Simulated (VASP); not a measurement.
VASP input:

### INCAR
```
# general
SYSTEM    =  Al
PREC      =  Accurate
ENCUT     =  520
LREAL     =  .FALSE.
LASPH     =  .TRUE.

# electronic loop
EDIFF     =  1E-7
NELM      =  100
ALGO      =  Normal

# smearing
ISMEAR    =  1
SIGMA     =  0.1

# functional
GGA       =  BO
LUSE_VDW  =  .TRUE.
AGGAC     =  0.0
PARAM1    =  0.1833333333
PARAM2    =  0.22

# ions
ISIF      =  2

# output
LWAVE     =  .FALSE.
LCHARG    =  .FALSE.
```

**KPOINTS**
```
Regular mesh
0
gamma
  15 15 15
0 0 0
```

### POSCAR
```
Al
1
    0.0000000000     2.0450508090     2.0450508090
    2.0450508090     0.0000000000     2.0450508090
    2.0450508090     2.0450508090     0.0000000000
Al
1
Direct
  0.0000000000   0.0000000000   0.0000000000
```

POTCAR, in this order: Al (PBE.64 set). Program: vasp_std.

**Question.** Translate this optB88-vdW calculation to Quantum ESPRESSO's pw.x.

**Answer.** One equivalent input (not run):
```
&CONTROL
  calculation = 'scf'
  pseudo_dir = './pseudo'
  outdir = './out'
  tprnfor = .true.
  tstress = .true.
/
&SYSTEM
  ibrav = 0
  nat = 1
  ntyp = 1
  ecutwfc = 40
  occupations = 'smearing'
  smearing = 'methfessel-paxton'
  degauss = 0.00735
  input_dft = 'vdw-df-obk8'
/
&ELECTRONS
  conv_thr = 7.3e-09
  electron_maxstep = 100
/
ATOMIC_SPECIES
  Al 26.982 Al.upf
CELL_PARAMETERS angstrom
     0.0000000    2.0450508    2.0450508
     2.0450508    0.0000000    2.0450508
     2.0450508    2.0450508    0.0000000
ATOMIC_POSITIONS crystal
  Al   0.0000000  0.0000000  0.0000000
K_POINTS automatic
  15 15 15 0 0 0
```
Limits of the translation: the potentials are each code's own (VASP's PAW set, PseudoDojo norm-conserving files in pw.x), so ENCUT and ecutwfc are chosen apart and not converted; conv_thr bounds pw.x's estimated SCF error, while EDIFF bounds the energy change between steps.

The compound is Al in the fcc structure. This cell is one point of a volume scan, at 1.03 of the reference volume.
